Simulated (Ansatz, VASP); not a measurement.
## Cross-check of AsPb3N between VASP and Ansatz

Aim: how closely do two programs agree when they are given the same cell, functional and k mesh? The cell is generated by rule, not measured, and may not be a known phase. The two relaxations start from unlike cells of this crystal (the structure described is Ansatz's start), so only their ends are compared.

Method: plane waves, with VASP 6.6.1 beside it; relaxation of cell and atoms at r2SCAN, in Ansatz 0.2.0.

The structure was built from a prototype and need not be the compound's stable phase.

## (1) The structure

It takes space group Pm-3m (No. 221, cubic). Conventional cell: a = 4.211 Å, b = 4.211 Å, c = 4.211 Å, α = 90.00°, β = 90.00°, γ = 90.00°. Nearest to Pb lie 2 As at 2.11 Å. Nearest to As lie 6 Pb at 2.11 Å. Nearest to N lie 12 Pb at 2.98 Å. Farther neighbours and most contacts between anions are not listed.

Coordinates:

```
Pb As N
1.0
     4.21051    0.00000    0.00000
     0.00000    4.21051    0.00000
     0.00000    0.00000    4.21051
Pb As N
3 1 1
Cartesian
  0.0000 2.1053 2.1053
  2.1053 0.0000 2.1053
  2.1053 2.1053 0.0000
  2.1053 2.1053 2.1053
  0.0000 0.0000 0.0000
```

## (2) Ansatz: relaxation of cell and atoms, r2SCAN

Ansatz runs on its default PAW (the set named soft_2) files.

The relaxed volume is the usual yardstick between codes: in a stiff, nearly cubic crystal its relative difference is about their pressure difference at one cell divided by the bulk modulus.

The input, input.yaml:

```yaml
crystal:
  lattice:
    - [4.21051, 0.0, 0.0]
    - [0.0, 4.21051, 0.0]
    - [0.0, 0.0, 4.21051]
  atoms:
    - { symbol: Pb, position: [0.0, 0.5, 0.5] }
    - { symbol: Pb, position: [0.5, 0.0, 0.5] }
    - { symbol: Pb, position: [0.5, 0.5, 0.0] }
    - { symbol: As, position: [0.5, 0.5, 0.5] }
    - { symbol: "N", position: [0.0, 0.0, 0.0] }
kpoints:
  mp_grid: { grid: [6, 6, 6] }
hamiltonian:
  xc: r2scan
scf:
  occupations: { method: gaussian, width: 0.1 }
output:
  forces: true
  stress: true
  eigenvalues: true
relax:
  adjacent_minimum: "off"
  f_tol: 0.05
  max_steps: 80
  cell: { stress_tol: 0.5 }
```

Launch:

```
$ ansatz run input.yaml --threads 4 --pin off --max-ram 14336MiB --backend cpu --events-out ev --progress --plain --runs-dir out
```

Numbers of over 12 decimals in the logs are rounded to 6 here.

What it wrote:

```text
The last accepted step is kept in <dir> (removed where the run ends without a failure and the disk answers)
Engine: ansatz 0.2.0, aarch64-unknown-linux-gnu
Pseudopotentials: kind: paw
Pseudopotential: Pb, paw, valence charge 14, recommended cutoff 500 eV (meta_gga), Pb.paw.azcp
Pseudopotential: As, paw, valence charge 15, recommended cutoff 500 eV (meta_gga), As.paw.azcp
Pseudopotential: N, paw, valence charge 5, recommended cutoff 500 eV (meta_gga), N.paw.azcp
Functional definition: r2SCAN
  parameter k0 = 0.174
  parameter k1 = 0.065
  parameter a1 = 4.9479
  exchange = r2scan_x(k0 = k0, k1 = k1, a1 = a1)
  correlation = r2scan_c
Crystal: 5 atoms, lattice volume = 74.646 Å³
Basis set: ecut = 500 eV, 1863 PW (Γ), exchange–correlation on 128×128×128 points (64 copies of the dense FFT grid, shifted against one another)
Bands: 38, of which v1, the nominal top of the filled ones, is band 31 counted from 1 (30 counted from 0)
Symmetry: 48 space group operations
Space group: Pm-3m (ITA 221), of the structure as read, at distance tolerance 4.2e-5 Å
k-points: 20 of 216
Non-local potential: Pb, projectors of the file, l = 0: 2, l = 1: 2, l = 2: 2, l = 3: 2
Non-local potential: As, projectors of the file, l = 0: 2, l = 1: 2, l = 2: 3, l = 3: 1
Non-local potential: N, projectors of the file, l = 0: 2, l = 1: 2, l = 2: 1
PAW form: soft (Blöchl's): semilocal exchange-correlation on the pseudo side does not see the compensation charge
PAW frozen core: Pb, regenerated for the run's functional (the file was generated under x = pbe(κ = 0.804, μ = 0.219515), c = pbe(β = 0.066725))
PAW frozen core: As, regenerated for the run's functional (the file was generated under x = pbe(κ = 0.804, μ = 0.219515), c = pbe(β = 0.066725))
PAW frozen core: N, regenerated for the run's functional (the file was generated under x = pbe(κ = 0.804, μ = 0.219515), c = pbe(β = 0.066725))
PAW one-centre angular grid: Pb, 590 points (default); XC on 160 Gauss nodes
PAW one-centre angular grid: As, 590 points (default); XC on 160 Gauss nodes
PAW one-centre angular grid: N, 302 points (default); XC on 160 Gauss nodes
Initial density: superposition of atomic densities (neutral atoms: chi_scale 0, normalization atom), corrected by the library's trained network
Initial wavefunctions: pseudopotential atomic-orbital guess
Functional: x = r2scan, c = r2scan; τ floored in thin density (d = 2e-4 eV/Å³)
SCF iter   1: F=—  HF=-40982.034126 eV  |F-HF|=—  |Δ(HF+E_count)|=         —  Δρ=1.18e-2  dr2=9.10e-2  dr2_τ=2.59e-1  ethr=1.77e-3  ⟨swp⟩=16.9  Hψ=6135  notcnv=0
preconditioner: auto → Resta (q_TF=auto, 2.645 Å⁻¹)  ε∞=3.7  [insulator: Δε(μ)=0.166 eV  Ē_g=18.743 eV  σ=0.100 eV  W_gap=0.70  n_scr=26 (ndim 8)  ℏωp=31.0 eV  f_vac=0.000  D(μ)=1.63/eV (n_scr^D=6)  ε∞_Penn≈3.7]
SCF iter   2: F=—  HF=-40982.280347 eV  |F-HF|=—  |Δ(HF+E_count)|=   2.46e-1  Δρ=1.02e-2  dr2=9.58e-2  dr2_τ=1.14e-2  ethr=1.47e-4  ⟨swp⟩=4.0  Hψ=2120  notcnv=0  defer=22
preconditioner: auto → Kerker (q_TF=auto, 2.645 Å⁻¹)  [metal: Δε(μ)=0.073 eV  Ē_g=18.698 eV  σ=0.100 eV  W_gap=0.36  n_scr=26 (ndim 8)  ℏωp=31.0 eV  f_vac=0.000  D(μ)=3.13/eV (n_scr^D=26)]
SCF iter   3: F=—  HF=-40982.269959 eV  |F-HF|=—  |Δ(HF+E_count)|=   1.04e-2  Δρ=4.82e-3  dr2=1.33e-2  dr2_τ=9.72e-4  ethr=1.47e-4  ⟨swp⟩=3.2  Hψ=1176  notcnv=0  defer=22
SCF iter   4: F=—  HF=-40982.268432 eV  |F-HF|=—  |Δ(HF+E_count)|=   1.53e-3  Δρ=1.43e-3  dr2=2.12e-3  dr2_τ=6.40e-5  ethr=2.15e-5  ⟨swp⟩=4.0  Hψ=1706  notcnv=0  defer=22
SCF iter   5: F=—  HF=-40982.268554 eV  |F-HF|=—  |Δ(HF+E_count)|=   1.23e-4  Δρ=6.54e-4  dr2=3.64e-4  dr2_τ=1.56e-5  ethr=3.42e-6  ⟨swp⟩=3.1  Hψ=1517  notcnv=0  defer=22
SCF iter   6: F=—  HF=-40982.268729 eV  |F-HF|=—  |Δ(HF+E_count)|=   1.75e-4  Δρ=2.91e-4  dr2=8.22e-5  dr2_τ=4.49e-6  ethr=5.87e-7  ⟨swp⟩=3.8  Hψ=1295  notcnv=0  defer=22
SCF iter   7: F=—  HF=-40982.268750 eV  |F-HF|=—  |Δ(HF+E_count)|=   2.11e-5  Δρ=6.00e-5  dr2=2.51e-6  dr2_τ=8.13e-8  ethr=1.33e-7  ⟨swp⟩=3.9  Hψ=1607  notcnv=0  defer=22
SCF iter   8: F=—  HF=-40982.268751 eV  |F-HF|=—  |Δ(HF+E_count)|=   1.05e-6  Δρ=1.35e-5  dr2=1.64e-7  dr2_τ=2.47e-9  ethr=4.05e-9  ⟨swp⟩=3.9  Hψ=1698  notcnv=0  defer=22
SCF iter   9: F=-40982.268751 eV  HF=-40982.268751 eV  |F-HF|=1.67e-8  |Δ(HF+E_count)|=   5.66e-8  Δρ=5.65e-6  dr2=3.36e-8  dr2_τ=1.79e-9  ethr=1.61e-10  ⟨swp⟩=18.7  Hψ=5059  notcnv=0
SCF 1 converged in 9 iterations: F = -40982.268751 eV  dr2 = 3.36e-8
  greatest PAW one-centre occupation: 1.000 electrons in one spin orbital (limit 2), on the As atom at site 3 (counted from 0), in its partial waves of l = 2
relax step   1: F+E_penalty+E_count = -40982.26875086 eV  Δ(F+E_penalty+E_count) = +0.000e0 eV  max|allowed force component| = 9.653e-29 eV/Å  Δτ_max = 0.0000 Å  P = +161.801 GPa  Ω = 74.646 Å³  (9 SCF iters, dr2 threshold 1.00e-7 eV, accepted)
[...]
relax step   9: F+E_penalty+E_count = -41004.13887437 eV  Δ(F+E_penalty+E_count) = -8.403e-2 eV  max|allowed force component| = 1.855e-28 eV/Å  Δτ_max = 0.0000 Å  P = +1.109 GPa  Ω = 158.813 Å³  energy of the carried Pulay correction = -5.721e-4 eV  (11 SCF iters, dr2 threshold 5.00e-7 eV, accepted)
[...]
relax step  10: F+E_penalty+E_count = -41004.15466984 eV  Δ(F+E_penalty+E_count) = -1.580e-2 eV  max|allowed force component| = 1.282e-28 eV/Å  Δτ_max = 0.0000 Å  P = +0.038 GPa  Ω = 163.455 Å³  energy of the carried Pulay correction = -1.068e-3 eV  (11 SCF iters, dr2 threshold 5.00e-7 eV, accepted)
[...]
relax step  11: F+E_penalty+E_count = -41004.15564272 eV  Δ(F+E_penalty+E_count) = -9.729e-4 eV  max|allowed force component| = 2.864e-28 eV/Å  Δτ_max = 0.0000 Å  P = +0.036 GPa  Ω = 163.455 Å³  stress off target by 3.62e-2 GPa  SCF on the basis re-selected at this cell (its energy is not comparable with the rows above)  (5 SCF iters)
basis re-selected at this cell: Δ(F+E_penalty+E_count) = -9.729e-4 eV, ΔP = -0.002 GPa vs the last step (what re-selecting the basis moved, of the pressure what is left beyond the Pulay correction that the steps carried, after the strain that the cell walked since its last selection, with what the two solves' SCF thresholds leave and, on support functions, any second-order correction that the steps lacked; it is no m [...]
SCF converged after 5 iterations
Free energy (F): -41004.155643 eV
Harris-Foulkes:  -41004.155643 eV  (|F-HF|=1.16e-10)
Internal energy: -41004.141928 eV  (E = F + TS)
E sigma→0 (E₀):  -41004.148786 eV
Entropy (-TS):   -0.013714 eV (-2.743 meV/atom)
Fermi energy:    6.362296 eV
--- Per-component energies (eV) ---
  E_band       = -633.844834
  E_kinetic    = 1082.407120
  E_local      = -6868.724230  (includes V_loc(G=0)·N_el)
  E_nonlocal   = 427.528860
  E_hartree    = 3050.336185
  E_xc         = -751.755927
  E_vxc        = -596.139394  (∫ρ·V_xc dr)
  E_paw        = -33272.619209  (= ΣΔE_a)
  E_vpaw       = -821.754702  (= ΣTr[D̂ρ^β])
  E_aug_tail   = 0.000066  (compensation charges beyond the density's cutoff)
  E_vtau       = 42.166574  (kinetic-family band-sum trace: ∫τ·v_τ [+ j·A + Jᵃ·Aᵃ] dr)
  E_ewald      = -4672.724327
  E_core_change = 1.409535  (= ΣΔE_core)
  E_smearing   = -0.013714  (= −TS)
  E_closure    = 0.000000  (closes the sum)
  Σ components = -41004.155643   (vs F -41004.155643, Δ=0.00e0)
--- Forces (eV/Å), atoms counted from 1 ---
  atom   1  Pb    -0.00000000    -0.00000000    -0.00000000
  atom   2  Pb     0.00000000    -0.00000000     0.00000000
  atom   3  Pb     0.00000000    -0.00000000     0.00000000
  atom   4  As     0.00000000     0.00000000    -0.00000000
  atom   5  N      0.00000000    -0.00000000     0.00000000
  max |Σ_I F_I| component: 4.19e-28 eV/Å
--- Stress (GPa, compression-positive) ---
        0.036167       0.000000      -0.000000
        0.000000       0.036167       0.000000
       -0.000000       0.000000       0.036167
  P = ⅓ Tr σ = 0.0362 GPa (0.362 kbar)
--- Band table (eV; the first three rows and the last of 20) ---
  k-point 0: bands = [... 27 lower, 1.2392, 5.8683, 5.8683, 5.8683, 8.3017, 8.3017, 8.3017, 8.8107, ... 3 higher]
  k-point 1: bands = [... 27 lower, 2.5355, 5.8449, 5.8449, 5.9603, 8.0159, 8.0407, 8.0407, 8.4196, ... 3 higher]
  k-point 2: bands = [... 27 lower, 4.6394, 5.7450, 5.7450, 6.2171, 7.5656, 7.6737, 7.6737, 7.7667, ... 3 higher]
  k-point 19: bands = [... 27 lower, 4.1141, 7.1169, 7.1169, 7.1169, 7.1845, 7.1845, 7.1845, 8.5537, ... 3 higher]
--- Relaxed structure (9 steps of the walk, 9 accepted, 2 SCFs on fresh bases) ---
  F+E_penalty+E_count = -41004.15564272 eV   max|allowed force component| = 2.864e-28 eV/Å   (the final SCF, on the basis selected at the relaxed cell)
  cell:  # Å, volume = 163.4551 Å³
    - [5.467635, 0, 0]
    - [0, 5.467635, 0]
    - [0, 0, 5.467635]
  atoms:
    - { symbol: Pb, position: [0, 0.500000, 0.500000] }
    - { symbol: Pb, position: [0.500000, 0, 0.500000] }
    - { symbol: Pb, position: [0.500000, 0.500000, 0] }
    - { symbol: As, position: [0.500000, 0.500000, 0.500000] }
    - { symbol: N, position: [0, 0, 0] }
```

[end of part 1 of 2]

[Lines on the potential files, build, host, timing and source positions are cut from VASP's logs without a mark.]

[Logs are printed without paths, hosts, clocks, repeated set-up lines and the standing remarks that a program may print on its own settings, such as how far it seeks lower states.]

[Hosts, paths, dates, database ids (printed as entryN), source tags and the programs' standing remarks are cut or masked in the printed files.]
